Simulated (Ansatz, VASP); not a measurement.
**Cross-check of PtS2 between VASP and Ansatz**

Aim: how closely do two programs agree when they are given the same cell, functional and k mesh? The cell is taken from a series of runs on this material, whose earlier steps may have relaxed, scaled, displaced or heated it; both programs get it as it stands.

Calculated with Ansatz 0.2.0; plane waves, with VASP 6.6.1 beside it; zone-centre phonons at PBE with D3(BJ).

**1. Set-up**

The structure is trigonal, space group P-3m1 (No. 164). Conventional cell: a = 3.583 Å, b = 3.583 Å, c = 4.664 Å, α = 90.00°, β = 90.00°, γ = 120.00°. S has 3 Pt at 2.39 Å nearest. Nearest to Pt lie 6 S at 2.39 Å. Farther neighbours and most contacts between anions are not listed.

**2. VASP: zone-centre phonons, PBE with D3(BJ)**

Second derivatives magnify differences that forces hide, and they need a tight electronic threshold.

Lines of VASP's logs that name or quote its potential files are left out, and so is its time.

Contents of INCAR:

```
SYSTEM = PtS2
PREC = Accurate
ENCUT = 500
EDIFF = 1E-08
NELM = 120
ISMEAR = 0
SIGMA = 0.01
LREAL = .FALSE.
ALGO = Normal
GGA = PE
IVDW = 12
NBANDS = 17
LASPH = .TRUE.
LORBIT = 11
LWAVE = .FALSE.
LCHARG = .FALSE.
ISIF = 2
IBRION = 6
NFREE = 2
POTIM = 0.015
NSW = 1
GGA_COMPAT = .FALSE.
KPAR = 2
```

Contents of POSCAR:

```
PtS2
1.0
    3.5830859634      0.0000000000      0.0000000000
   -1.7915429817      3.1030434682      0.0000000000
    0.0000000000      0.0000000000      4.6639029698
S Pt
2 1
Direct
    0.3333333333      0.6666666667      0.2586451416
    0.6666666667      0.3333333333      0.7413548584
    0.0000000000      0.0000000000      0.0000000000
```

Contents of KPOINTS:

```
Automatic mesh
0
Gamma
12 12 8
0 0 0
```

PAW data sets: S and Pt (PBE family, release 64).

Command:

```
> mpirun -np 2 vasp_std
```

Numbers of over 12 decimals in the logs are rounded to 6 here.

What it wrote:

```text
[banner, memory and clock lines left out]
running    2 mpi-ranks, on    1 nodes
 distrk:  each k-point on    1 cores,    2 groups
 distr:  one band on    1 cores,    1 groups

 POSCAR found type information on POSCAR S Pt
 POSCAR found :  2 types and       3 ions
 LDA part: xc-table for (Slater+PW92), standard interpolation
 POSCAR, INCAR and KPOINTS ok, starting setup
 FFT: planning ... GRIDC
 FFT: planning ... GRID_SOFT
 FFT: planning ... GRID
 WAVECAR not read
 entering main loop
       N       E                     dE             d eps       ncg     rms          rms(c)
DAV:   1     0.107463417227E+03    0.10746E+03   -0.10273E+04  4542   0.112E+03
DAV:   2    -0.119748233257E+02   -0.11944E+03   -0.11599E+03  5604   0.226E+02
DAV:   3    -0.165651194763E+02   -0.45903E+01   -0.45607E+01  5503   0.460E+01
DAV:   4    -0.166108592741E+02   -0.45740E-01   -0.45715E-01  6033   0.506E+00
DAV:   5    -0.166115315451E+02   -0.67227E-03   -0.67221E-03  5660   0.589E-01    0.180E+01
DAV:   6    -0.155908939208E+02    0.10206E+01   -0.69345E+00  4534   0.255E+01    0.125E+01
DAV:   7    -0.153335043092E+02    0.25739E+00   -0.13058E+00  4538   0.117E+01    0.587E+00
DAV:   8    -0.153194399277E+02    0.14064E-01   -0.70763E-02  5156   0.188E+00    0.133E+00
DAV:   9    -0.153160184586E+02    0.34215E-02   -0.97607E-03  5627   0.103E+00    0.224E-01
DAV:  10    -0.153161794029E+02   -0.16094E-03   -0.13825E-03  5479   0.247E-01    0.917E-02
DAV:  11    -0.153162285154E+02   -0.49113E-04   -0.52628E-05  5449   0.587E-02    0.452E-02
DAV:  12    -0.153162308602E+02   -0.23448E-05   -0.87679E-06  5655   0.269E-02    0.792E-03
DAV:  13    -0.153162319306E+02   -0.10704E-05   -0.85935E-07  5415   0.708E-03    0.375E-03
DAV:  14    -0.153162320436E+02   -0.11303E-06   -0.19470E-07  5565   0.313E-03    0.924E-04
DAV:  15    -0.153162319989E+02    0.44730E-07   -0.13150E-08  4527   0.843E-04    0.406E-04
DAV:  16    -0.153162319812E+02    0.17665E-07   -0.23416E-09  2641   0.298E-04    0.113E-04
DAV:  17    -0.153162319816E+02   -0.42314E-09   -0.22569E-10  2438   0.115E-04
   1 F= -.16670110E+02 E0= -.16670110E+02  d E =-.928302E-10
[... from here on, the cycles between the ionic steps are left out ...]
   2 F= -.16669083E+02 E0= -.16669083E+02  d E =-.427458E-08
   3 F= -.16669083E+02 E0= -.16669083E+02  d E =-.424618E-08
   4 F= -.16668267E+02 E0= -.16668266E+02  d E =-.220576E-06
   5 F= -.16669476E+02 E0= -.16669476E+02  d E =-.683180E-14
   6 F= -.16668283E+02 E0= -.16668283E+02  d E =-.358372E-10
   7 F= -.16668283E+02 E0= -.16668283E+02  d E =-.358862E-10
   8 F= -.16668061E+02 E0= -.16668061E+02  d E =-.157986E-09
 Finite differences progress:
  Degree of freedom:   4/  4
  Displacement:        1/  2
  Total:               7/  8
 bond charge predicted
       N       E                     dE             d eps       ncg     rms          rms(c)
DAV:   1    -0.153084583694E+02    0.57256E-02   -0.48150E+00  4474   0.115E+01    0.557E-01
DAV:   2    -0.153149686298E+02   -0.65103E-02   -0.67573E-02  5449   0.185E+00    0.243E-01
DAV:   3    -0.153143492560E+02    0.61937E-03   -0.18092E-03  5581   0.283E-01    0.143E-01
DAV:   4    -0.153141764327E+02    0.17282E-03   -0.93907E-04  5307   0.168E-01    0.443E-02
DAV:   5    -0.153141866880E+02   -0.10255E-04   -0.43139E-05  5477   0.439E-02    0.167E-02
DAV:   6    -0.153141838568E+02    0.28312E-05   -0.12938E-05  5231   0.233E-02    0.702E-03
DAV:   7    -0.153141839895E+02   -0.13267E-06   -0.26115E-06  5829   0.105E-02    0.345E-03
DAV:   8    -0.153141839564E+02    0.33019E-07   -0.41508E-07  4807   0.385E-03    0.643E-04
DAV:   9    -0.153141839623E+02   -0.58349E-08   -0.11386E-08  4430   0.792E-04
   9 F= -.16668061E+02 E0= -.16668061E+02  d E =-.158155E-09
 Finite differences progress:
  Degree of freedom:   4/  4
  Displacement:        2/  2
  Total:               8/  8
```

OUTCAR, selected parts (step 2):

```text
ion  position               nearest neighbor table
   1  0.333  0.667  0.259-   3 2.39   3 2.39   3 2.39
   2  0.667  0.333  0.741-   3 2.39   3 2.39   3 2.39
   3  0.000  0.000  0.000-   1 2.39   2 2.39   1 2.39   2 2.39   2 2.39   1 2.39

  LATTYP: Found a hexagonal cell.
 ALAT       =     3.5830859634
 C/A-ratio  =     1.3016441742

 Subroutine GETGRP returns: Found 12 space group operations
 (whereof 12 operations were pure point group operations)

The static configuration has the point symmetry D_3d.

 Found    131 irreducible k-points:

   k-points           NKPTS =    131   k-points in BZ     NKDIM =    131   number of bands    NBANDS=     17

   dimension x,y,z NGX =    28 NGY =   28 NGZ =   36
   dimension x,y,z NGXF=    56 NGYF=   56 NGZF=   72

   ENCUT  =  500.0 eV  36.75 Ry    6.06 a.u.   6.53  6.53  8.50*2*pi/ulx,y,z

   NELECT =      22.0000    total number of electrons

 k-points in reciprocal lattice and weights: Automatic mesh
   0.00000000  0.00000000  0.00000000       0.001
   0.08333333  0.00000000  0.00000000       0.005
   0.16666667  0.00000000  0.00000000       0.005
   0.25000000  0.00000000  0.00000000       0.005
   0.33333333  0.00000000  0.00000000       0.005
   0.41666667 -0.00000000  0.00000000       0.005
   0.50000000  0.00000000  0.00000000       0.003
   0.08333333  0.08333333  0.00000000       0.005
   0.16666667  0.08333333  0.00000000       0.010
[...]
0.33333333  0.25000000  0.50000000       0.010
   0.33333333  0.33333333  0.50000000       0.002

 Edisp (eV)   -1.35388

 average (electrostatic) potential at core
       1 -84.7284       2 -84.7682       3 -67.5888

 E-fermi :   8.0341

 k-point     1 :       0.0000    0.0000    0.0000
  band No.  band energies     occupation
    ...
      7       3.7252      2.00000
      8       5.4709      2.00000
      9       6.3613      2.00000
     10       6.3613      2.00000
     11       8.0008      2.00000
     12       9.1181      0.00000
     13       9.1181      0.00000
     14      11.5796      0.00000
     15      12.9655      0.00000
     16      15.3477      0.00000
    ...

 k-point     2 :       0.0833    0.0000    0.0000
  band No.  band energies     occupation
    ...
      7       3.6561      2.00000
      8       5.2369      2.00000
      9       6.2419      2.00000
     10       6.3229      2.00000
     11       7.7248      2.00000
     12       9.1369      0.00000
     13       9.1445      0.00000
     14      12.0779      0.00000
     15      13.3128      0.00000
     16      15.1507      0.00000
    ...

 k-point     3 :       0.1667    0.0000    0.0000
  band No.  band energies     occupation
    ...
      7       3.5024      2.00000
      8       4.7173      2.00000
      9       6.0307      2.00000
     10       6.1476      2.00000
     11       7.1120      2.00000
     12       9.2548      0.00000
     13       9.2797      0.00000
     14      12.9460      0.00000
     15      13.9297      0.00000
     16      15.1590      0.00000
    ...

 Edisp (eV)   -1.35388

  Total      -0.16849    -0.16849    -0.09711    -0.00000     0.00000     0.00000
  in kB      -5.20571    -5.20571    -3.00030    -0.00000     0.00000     0.00000
  external pressure =       -4.47 kB  Pullay stress =        0.00 kB

  energy-cutoff  :      500.00
  volume of cell :       51.86
      direct lattice vectors                 reciprocal lattice vectors
     3.583085963  0.000000000  0.000000000     0.279089034  0.161132129  0.000000000
    -1.791542982  3.103043468  0.000000000     0.000000000  0.322264258  0.000000000
     0.000000000  0.000000000  4.663902970     0.000000000  0.000000000  0.214412694

 POSITION                                       TOTAL-FORCE (eV/Angst)
 -----------------------------------------------------------------------------------
     -0.00000      2.06870      1.20630        -0.000000     -0.000000     -0.175112
      1.79154      1.03435      3.45761         0.000000     -0.000000     -0.098036
      0.00000      0.00000     -0.01500         0.000000      0.000000      0.273148
 -----------------------------------------------------------------------------------
    total drift:                                0.000000      0.000000     -0.000083

  FREE ENERGIE OF THE ION-ELECTRON SYSTEM (eV)
  ---------------------------------------------------
  free  energy   TOTEN  =       -16.6680608640 eV

  energy  without entropy=      -16.6680608639  energy(sigma->0) =      -16.66806086

 Eigenvectors and eigenvalues of the dynamical matrix
 ----------------------------------------------------

   1 f  =    9.920707 THz    62.333643 2PiTHz  330.919178 cm-1    41.028731 meV
             X         Y         Z           dx          dy          dz
     -0.000000  2.068696  1.206296     0.000000    0.000000   -0.707107
      1.791543  1.034348  3.457607     0.000000    0.000000    0.707107
      0.000000  0.000000  0.000000    -0.000000   -0.000000    0.000000

   2 f  =    9.603179 THz    60.338552 2PiTHz  320.327565 cm-1    39.715539 meV
             X         Y         Z           dx          dy          dz
     -0.000000  2.068696  1.206296    -0.000000    0.000000    0.613431
      1.791543  1.034348  3.457607    -0.000000    0.000000    0.613431
      0.000000  0.000000  0.000000    -0.000000    0.000000   -0.497397

   3 f  =    9.069762 THz    56.986996 2PiTHz  302.534700 cm-1    37.509505 meV
             X         Y         Z           dx          dy          dz
     -0.000000  2.068696  1.206296    -0.613412   -0.000002   -0.000000
      1.791543  1.034348  3.457607    -0.613412   -0.000002    0.000000
      0.000000  0.000000  0.000000     0.497446    0.000002    0.000000

   4 f  =    9.069762 THz    56.986996 2PiTHz  302.534700 cm-1    37.509505 meV
             X         Y         Z           dx          dy          dz
     -0.000000  2.068696  1.206296    -0.000002    0.613412    0.000000
      1.791543  1.034348  3.457607    -0.000002    0.613412   -0.000000
      0.000000  0.000000  0.000000     0.000002   -0.497446    0.000000

   5 f  =    8.789114 THz    55.223632 2PiTHz  293.173289 cm-1    36.348839 meV
             X         Y         Z           dx          dy          dz
     -0.000000  2.068696  1.206296    -0.707107   -0.000004    0.000000
      1.791543  1.034348  3.457607     0.707107    0.000004   -0.000000
      0.000000  0.000000  0.000000    -0.000000    0.000000    0.000000

   6 f  =    8.789114 THz    55.223632 2PiTHz  293.173288 cm-1    36.348839 meV
             X         Y         Z           dx          dy          dz
     -0.000000  2.068696  1.206296    -0.000004    0.707107   -0.000000
      1.791543  1.034348  3.457607     0.000004   -0.707107    0.000000
      0.000000  0.000000  0.000000     0.000000   -0.000000    0.000000

   7 f/i=    0.000081 THz     0.000507 2PiTHz    0.002694 cm-1     0.000334 meV
             X         Y         Z           dx          dy          dz
     -0.000000  2.068696  1.206296    -0.000000    0.000000    0.351713
      1.791543  1.034348  3.457607    -0.000000    0.000000    0.351713
      0.000000  0.000000  0.000000    -0.000000    0.000000    0.867523

   8 f/i=    0.000428 THz     0.002692 2PiTHz    0.014291 cm-1     0.001772 meV
             X         Y         Z           dx          dy          dz
     -0.000000  2.068696  1.206296    -0.280551    0.212173   -0.000000
      1.791543  1.034348  3.457607    -0.280551    0.212173   -0.000000
      0.000000  0.000000  0.000000    -0.691908    0.523270   -0.000000

   9 f/i=    0.000428 THz     0.002692 2PiTHz    0.014291 cm-1     0.001772 meV
             X         Y         Z           dx          dy          dz
     -0.000000  2.068696  1.206296     0.212173    0.280551   -0.000000
      1.791543  1.034348  3.457607     0.212173    0.280551   -0.000000
      0.000000  0.000000  0.000000     0.523270    0.691908   -0.000000

 ELASTIC MODULI CONTR FROM IONIC RELAXATION (kBar)
 Direction    XX          YY          ZZ          XY          YZ          ZX
 --------------------------------------------------------------------------------
 XX        -692.7493   -400.4759   -676.4429      0.0000    295.9741     -0.0000
 YY        -400.4759   -692.7493   -676.4429      0.0000   -295.9741     -0.0000
 ZZ        -676.4429   -676.4429   -837.1103      0.0000      0.0000     -0.0000
 XY           0.0000      0.0000      0.0000   -146.1367     -0.0000    295.9749
 YZ         295.9741   -295.9741      0.0000     -0.0000   -599.4432      0.0000
 ZX          -0.0000     -0.0000     -0.0000    295.9749      0.0000   -599.4464
 --------------------------------------------------------------------------------

 total charge
# of ion       s       p       d       tot
------------------------------------------
    1        1.367   2.261   0.000   3.628
    2        1.367   2.261   0.000   3.628
    3        0.694   0.771   7.982   9.447
--------------------------------------------------
tot          3.428   5.294   7.982  16.704

[... 3 further parts left out ...]
```

CONTCAR:

```
PtS2
   1.00000000000000
     3.5830859633999999    0.0000000000000000    0.0000000000000000
    -1.7915429816999999    3.1030434682000001    0.0000000000000000
     0.0000000000000000    0.0000000000000000    4.6639029697999996
  S               Pt
     2     1
Direct
     0.3333333332999970    0.6666666667000030    0.2586451415999989
     0.6666666667000030    0.3333333332999970    0.7413548584000011
     0.0000000000000000    0.0000000000000000   -0.0032161904090049
```

Levels, forces or a CONTCAR printed for this step are those of its last displaced cell, not of the structure at rest.

[end of part 1 of 2]

[Lines on the potential files, build, host, timing and source positions are cut from VASP's logs without a mark.]

[Logs are printed without paths, hosts, clocks, repeated set-up lines and the standing remarks that a program may print on its own settings, such as how far it seeks lower states.]

[Hosts, paths, dates, database ids (printed as entryN), source tags and the programs' standing remarks are cut or masked in the printed files.]
